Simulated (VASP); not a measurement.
These are PBEsol GGA, VASP's PBE PAW potentials (set 64) (plane waves; VASP) values and carry that method's errors.

The input files of a VASP run:

POSCAR:
```
Ga4AsSb3
1
    5.9875000000     0.0000000000     0.0000000000
    0.0000000000     5.9875000000     0.0000000000
    0.0000000000     0.0000000000     5.9875000000
Ga Sb As
4 3 1
Direct
  0.0000000000   0.0000000000   0.0000000000
  0.5000000000   0.5000000000   0.0000000000
  0.5000000000   0.0000000000   0.5000000000
  0.0000000000   0.5000000000   0.5000000000
  0.2500000000   0.2500000000   0.2500000000
  0.7500000000   0.7500000000   0.2500000000
  0.7500000000   0.2500000000   0.7500000000
  0.2500000000   0.7500000000   0.7500000000
```

### INCAR
```
ALGO  =  Normal
EDIFF  =  1E-6
EDIFFG  =  -0.01
ENCUT  =  400
GGA  =  PS
IBRION  =  2
ISIF  =  3
ISMEAR  =  0
LASPH  =  .True.
LCHARG  =  .False.
LMAXMIX  =  4
LREAL  =  .False.
LWAVE  =  .False.
NELM  =  100
NSW  =  60
PREC  =  Accurate
SIGMA  =  0.05
SYSTEM  =  Ga4AsSb3
```

File KPOINTS:
```
Automatic mesh
0
G
  4 4 4
0 0 0
```

POTCAR, in this order: Ga_d Sb As (PBE.64 set). Program: vasp_std.

What VASP printed:

**OSZICAR**
```
       N       E                     dE             d eps       ncg     rms          rms(c)
DAV:   1     0.534198649940E+03    0.53420E+03   -0.28327E+04   884   0.186E+03
DAV:   2     0.455333354285E+02   -0.48867E+03   -0.47899E+03   957   0.480E+02
DAV:   3    -0.293010660768E+02   -0.74834E+02   -0.71931E+02   969   0.149E+02
DAV:   4    -0.335497913934E+02   -0.42487E+01   -0.42151E+01  1065   0.366E+01
DAV:   5    -0.336619652008E+02   -0.11217E+00   -0.11154E+00  1077   0.590E+00    0.650E+00
DAV:   6    -0.332735722183E+02    0.38839E+00   -0.66494E-01  1153   0.872E+00    0.390E+00
DAV:   7    -0.331693660325E+02    0.10421E+00   -0.36257E-01   996   0.301E+00    0.804E-01
DAV:   8    -0.331676320905E+02    0.17339E-02   -0.65055E-02  1068   0.234E+00    0.155E-01
DAV:   9    -0.331687007997E+02   -0.10687E-02   -0.84826E-03  1122   0.724E-01    0.755E-02
DAV:  10    -0.331689247743E+02   -0.22397E-03   -0.62663E-04  1158   0.152E-01    0.402E-02
DAV:  11    -0.331690622260E+02   -0.13745E-03   -0.17173E-04  1007   0.479E-02    0.121E-02
DAV:  12    -0.331690657024E+02   -0.34764E-05   -0.11410E-05   946   0.189E-02    0.608E-03
DAV:  13    -0.331690672341E+02   -0.15317E-05   -0.58971E-06   761   0.887E-03    0.207E-03
DAV:  14    -0.331690675235E+02   -0.28937E-06   -0.30406E-07   553   0.376E-03
   1 F= -.33169068E+02 E0= -.33168370E+02  d E =-.331691E+02
       N       E                     dE             d eps       ncg     rms          rms(c)
DAV:   1    -0.333373618313E+02   -0.16829E+00   -0.33970E+01  1068   0.366E+01    0.249E+00
DAV:   2    -0.333228386877E+02    0.14523E-01   -0.16930E+00  1013   0.120E+01    0.101E+00
DAV:   3    -0.333044822561E+02    0.18356E-01   -0.15910E-01  1351   0.223E+00    0.413E-01
DAV:   4    -0.332986576563E+02    0.58246E-02   -0.70457E-03  1108   0.523E-01    0.101E-01
DAV:   5    -0.332984432054E+02    0.21445E-03   -0.94912E-04   961   0.235E-01    0.645E-02
DAV:   6    -0.332983235033E+02    0.11970E-03   -0.21644E-04  1178   0.981E-02    0.154E-02
DAV:   7    -0.332983241243E+02   -0.62102E-06   -0.35319E-05  1102   0.552E-02    0.716E-03
DAV:   8    -0.332983245969E+02   -0.47259E-06   -0.47330E-06   860   0.145E-02
   2 F= -.33298325E+02 E0= -.33297693E+02  d E =-.129257E+00
       N       E                     dE             d eps       ncg     rms          rms(c)
DAV:   1    -0.333384980105E+02   -0.40174E-01   -0.21098E+01  1026   0.282E+01    0.201E+00
DAV:   2    -0.333409952329E+02   -0.24972E-02   -0.12327E+00  1002   0.103E+01    0.776E-01
DAV:   3    -0.333323702893E+02    0.86249E-02   -0.12112E-01  1327   0.192E+00    0.358E-01
DAV:   4    -0.333281807070E+02    0.41896E-02   -0.48793E-03  1191   0.511E-01    0.864E-02
DAV:   5    -0.333280218861E+02    0.15882E-03   -0.64348E-04   994   0.184E-01    0.544E-02
DAV:   6    -0.333279406512E+02    0.81235E-04   -0.18230E-04  1207   0.833E-02    0.119E-02
DAV:   7    -0.333279404143E+02    0.23681E-06   -0.27668E-05  1050   0.411E-02    0.676E-03
DAV:   8    -0.333279410432E+02   -0.62891E-06   -0.32089E-06   809   0.911E-03
   3 F= -.33327941E+02 E0= -.33327338E+02  d E =-.158874E+00
       N       E                     dE             d eps       ncg     rms          rms(c)
DAV:   1    -0.337430814158E+02   -0.41514E+00   -0.12923E+01   956   0.297E+01    0.405E+00
DAV:   2    -0.334359390925E+02    0.30714E+00   -0.17498E+00   936   0.157E+01    0.173E+00
DAV:   3    -0.333593701538E+02    0.76569E-01   -0.18631E-01  1349   0.310E+00    0.510E-01
DAV:   4    -0.333482643092E+02    0.11106E-01   -0.22697E-02  1075   0.986E-01    0.996E-02
DAV:   5    -0.333480264518E+02    0.23786E-03   -0.10305E-03  1100   0.203E-01    0.616E-02
DAV:   6    -0.333478437616E+02    0.18269E-03   -0.31008E-04  1195   0.136E-01    0.148E-02
DAV:   7    -0.333478446010E+02   -0.83938E-06   -0.17961E-05  1153   0.265E-02    0.686E-03
DAV:   8    -0.333478450973E+02   -0.49634E-06   -0.34740E-06   830   0.864E-03
   4 F= -.33347845E+02 E0= -.33347215E+02  d E =-.199041E-01
       N       E                     dE             d eps       ncg     rms          rms(c)
DAV:   1    -0.333686100779E+02   -0.20765E-01   -0.67368E-01  1001   0.727E+00    0.886E-01
DAV:   2    -0.333543754183E+02    0.14235E-01   -0.87408E-02   972   0.323E+00    0.388E-01
DAV:   3    -0.333503359155E+02    0.40395E-02   -0.89116E-03  1317   0.758E-01    0.100E-01
DAV:   4    -0.333498270433E+02    0.50887E-03   -0.12990E-03   991   0.289E-01    0.223E-02
DAV:   5    -0.333498108591E+02    0.16184E-04   -0.71772E-05  1156   0.720E-02    0.105E-02
DAV:   6    -0.333498039815E+02    0.68776E-05   -0.20621E-05  1140   0.377E-02    0.342E-03
DAV:   7    -0.333498035971E+02    0.38440E-06   -0.11994E-06   530   0.902E-03
   5 F= -.33349804E+02 E0= -.33349197E+02  d E =-.218626E-01
       N       E                     dE             d eps       ncg     rms          rms(c)
DAV:   1    -0.333498958064E+02   -0.91825E-04   -0.33140E-03  1007   0.502E-01    0.624E-02
DAV:   2    -0.333498241613E+02    0.71645E-04   -0.42754E-04   984   0.229E-01    0.272E-02
DAV:   3    -0.333498039008E+02    0.20260E-04   -0.44301E-05  1330   0.531E-02    0.706E-03
DAV:   4    -0.333498009849E+02    0.29159E-05   -0.64671E-06   899   0.202E-02    0.152E-03
DAV:   5    -0.333498008328E+02    0.15210E-06   -0.29587E-07   493   0.532E-03
   6 F= -.33349801E+02 E0= -.33349195E+02  d E =-.218598E-01
       N       E                     dE             d eps       ncg     rms          rms(c)
DAV:   1    -0.333507115700E+02   -0.91059E-03   -0.14164E-01   966   0.227E+00    0.201E-01
DAV:   2    -0.333502625790E+02    0.44899E-03   -0.70312E-03  1044   0.830E-01    0.900E-02
DAV:   3    -0.333500853148E+02    0.17726E-03   -0.82045E-04  1359   0.192E-01    0.256E-02
DAV:   4    -0.333500624113E+02    0.22904E-04   -0.59578E-05  1038   0.456E-02    0.767E-03
DAV:   5    -0.333500602215E+02    0.21898E-05   -0.25869E-06   831   0.982E-03    0.336E-03
DAV:   6    -0.333500600096E+02    0.21192E-06   -0.10898E-06   541   0.886E-03
   7 F= -.33350060E+02 E0= -.33349449E+02  d E =-.259177E-03
```

**OUTCAR**
```
------------------------ aborting loop because EDIFF is reached ----------------------------------------
  FORCE on cell =-STRESS in cart. coord.  units (eV):
  Direction    XX          YY          ZZ          XY          YZ          ZX
  --------------------------------------------------------------------------------------
  Total       -0.0185729     -0.0185729     -0.0185729     -0.0000000      0.0000000     -0.0000000
  in kB       -0.1376129     -0.1376129     -0.1376129     -0.0000000      0.0000000     -0.0000000
  external PRESSURE =      -0.1376129 kB  Pullay stress =       0.0000000 kB
  volume of cell :      216.24
      direct lattice vectors                 reciprocal lattice vectors
     6.002195820 -0.000000000 -0.000000000     0.166605694  0.000000000 -0.000000000
    -0.000000000  6.002195820 -0.000000000     0.000000000  0.166605694  0.000000000
     0.000000000 -0.000000000  6.002195820     0.000000000  0.000000000  0.166605694
 POSITION                                       TOTAL-FORCE (eV/Angst)
 -----------------------------------------------------------------------------------
      0.05412      5.94808      5.94808         0.000857     -0.000857     -0.000857
      2.94698      3.05522      5.94808        -0.000857      0.000857     -0.000857
      2.94698      5.94808      3.05522        -0.000857     -0.000857      0.000857
      0.05412      3.05522      3.05522         0.000857      0.000857      0.000857
      1.50055      1.50055      1.50055        -0.000000      0.000000     -0.000000
      4.50165      4.50165      1.50055        -0.000000      0.000000     -0.000000
      4.50165      1.50055      4.50165        -0.000000      0.000000     -0.000000
      1.50055      4.50165      4.50165        -0.000000      0.000000     -0.000000
 -----------------------------------------------------------------------------------
    total drift:                               -0.000001     -0.000001     -0.000000
  FREE ENERGIE OF THE ION-ELECTRON SYSTEM (eV)
  ---------------------------------------------------
  free  energy   TOTEN  =       -33.3500600096 eV

  energy  without entropy=      -33.3488375415  energy(sigma->0) =      -33.34944878

 reached required accuracy - stopping structural energy minimisation
```
(Selected blocks of OUTCAR.)

File CONTCAR:
```
Ga4AsSb3
   1.00000000000000
     6.0021958198290752   -0.0000000000000000   -0.0000000000000000
    -0.0000000000000000    6.0021958198290752   -0.0000000000000000
     0.0000000000000000   -0.0000000000000000    6.0021958198290752
  Ga              Sb              As
     4     3     1
Direct
     0.0090162353182645    0.9909837646817354    0.9909837646817354
     0.4909837646817356    0.5090162353182646    0.9909837646817354
     0.4909837646817356    0.9909837646817354    0.5090162353182646
     0.0090162353182645    0.5090162353182646    0.5090162353182646
     0.2500000000000000    0.2500000000000000    0.2500000000000000
     0.7500000000000000    0.7500000000000000    0.2500000000000000
     0.7500000000000000    0.2500000000000000    0.7500000000000000
     0.2500000000000000    0.7500000000000000    0.7500000000000000
```

The structure was generated: Ga4AsSb3 was put into an ordered model structure (P-43m), which need not be its known phase. This run relaxes it. Symmetry was kept, so distortions that lower it aren't found.
